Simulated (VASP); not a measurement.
HgTe (relaxed from the zinc blende structure, space group F-43m): computed properties

All values below come from PBEsol GGA, VASP's PBE PAW potentials (set 64) (plane waves; VASP).

- space group: F-43m (216)
- cell: a = 6.516 Å, b = 6.516 Å, c = 6.516 Å, α = 90.00°, β = 90.00°, γ = 90.00°
- volume per atom: 34.59 Å³/atom
- band gap (over mesh and band path): none (metal, semimetal or under 0.01 eV)
- density: 7.88 g/cm³

```yaml
crystal:
  lattice:
    - [0.00000, 3.25813, 3.25813]
    - [3.25813, 0.00000, 3.25813]
    - [3.25813, 3.25813, 0.00000]
  atoms:
    - { symbol: Hg, position: [0.00000, 0.00000, 0.00000] }
    - { symbol: Te, position: [0.25000, 0.25000, 0.25000] }
```

Unless said otherwise, spin-orbit coupling is left out, though it shifts the bands of the heavy elements here.

The structure was generated: HgTe was put into the zinc blende type (F-43m), which need not be its known phase. It was relaxed first, which changed the volume by +14 %. Symmetry was kept, so distortions that lower it aren't found.
